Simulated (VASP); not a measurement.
All values below come from r2SCAN meta-GGA, VASP's PBE PAW potentials (set 64) (plane waves; VASP 6.6.1).

VASP ran on this input.

KPOINTS:
```
Automatic mesh
0
Gamma
8 8 8
0 0 0
```

### POSCAR
```
SnTe
1
    0.0000000000     3.1203918075     3.1203918075
    3.1203918075     0.0000000000     3.1203918075
    3.1203918075     3.1203918075     0.0000000000
Sn Te
1 1
Direct
  0.0000000000   0.0000000000   0.0000000000
  0.5000000000   0.5000000000   0.5000000000
```

INCAR:
```
LCHARG = F
NELM = 100
SYSTEM = SnTe
METAGGA = R2SCAN
SIGMA = 0.05
LMIXTAU = T
ALGO = Normal   ! blocked Davidson
ENCUT = 480   ! plane-wave cut-off (eV)
EDIFF = 1E-7
LMAXMIX = 4
LASPH = T   ! aspherical one-centre terms
ISMEAR = 0   ! Gaussian
LREAL = F
ISIF = 2   ! forces and stress, cell fixed
LWAVE = F
PREC = Accurate
```

POTCAR, in this order: Sn_d Te (PBE.64 set). Program: vasp_std.

Problem. Estimate the energy per atom (σ→0), pressure.

Solution. 
```json
{
  "energy per atom (σ→0)": "-25.324 eV/atom",
  "pressure": "3.16 GPa"
}
```

### OSZICAR
```
...
DAV:  16    -0.506474654114E+02   -0.58653E-05   -0.11143E-05   848   0.363E-02    0.230E-02
DAV:  17    -0.506474705750E+02   -0.51636E-05   -0.47726E-06   914   0.317E-02    0.141E-02
DAV:  18    -0.506474699362E+02    0.63886E-06   -0.61134E-06   944   0.348E-02    0.259E-03
DAV:  19    -0.506474696841E+02    0.25205E-06   -0.60017E-07   860   0.100E-02    0.260E-03
DAV:  20    -0.506474701012E+02   -0.41712E-06   -0.95910E-08   550   0.530E-03    0.112E-03
DAV:  21    -0.506474699707E+02    0.13052E-06   -0.30672E-08   466   0.257E-03    0.926E-04
DAV:  22    -0.506474700553E+02   -0.84601E-07   -0.17016E-08   418   0.181E-03
   1 F= -.50647470E+02 E0= -.50647317E+02  d E =-.306951E-03
```

The compound is SnTe in the rock salt structure, which distorts at low temperature. This cell was strained or had an atom moved on purpose.
